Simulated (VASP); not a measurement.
Here is the system:

```
Li2Se
1.0
    0.00000     3.00000     3.00000
    3.00000     0.00000     3.00000
    3.00000     3.00000     0.00000
Li Se
2 1
Direct
  0.25000   0.25000   0.25000
  0.75000   0.75000   0.75000
  0.00000   0.00000   0.00000
```

Method: PBE GGA, VASP's PBE PAW potentials (set 64) (plane waves; VASP). Numerical set-up: 600 eV cut-off, 6×6×6 Γ-centred mesh, Gaussian smearing of 0.050 eV, potentials Li_sv Se.

Energy and stress use the plane-wave basis of the starting cell.

Problem. The ions, cell shape and volume at an external pressure of 2.0 GPa are relaxed. Which structure does the run end with?

Solution. 
```
Li2Se
1.0
    0.00000     2.94872     2.94872
    2.94872     0.00000     2.94872
    2.94872     2.94872     0.00000
Li Se
2 1
Direct
  0.25000   0.25000   0.25000
  0.75000   0.75000   0.75000
  0.00000   0.00000   0.00000
```
Space group Fm-3m (225), at a tolerance of 0.03 Å.

Problem. How do energy and volume change from the first to the last step?

Solution. The energy (σ→0) changes by +5.5 meV/atom and the volume by -5.0 %, in 3 ionic steps.

The compound is Li2Se in the antifluorite structure. This run relaxes it under an external pressure of 2 GPa. Symmetry was kept, so distortions that lower it aren't found.
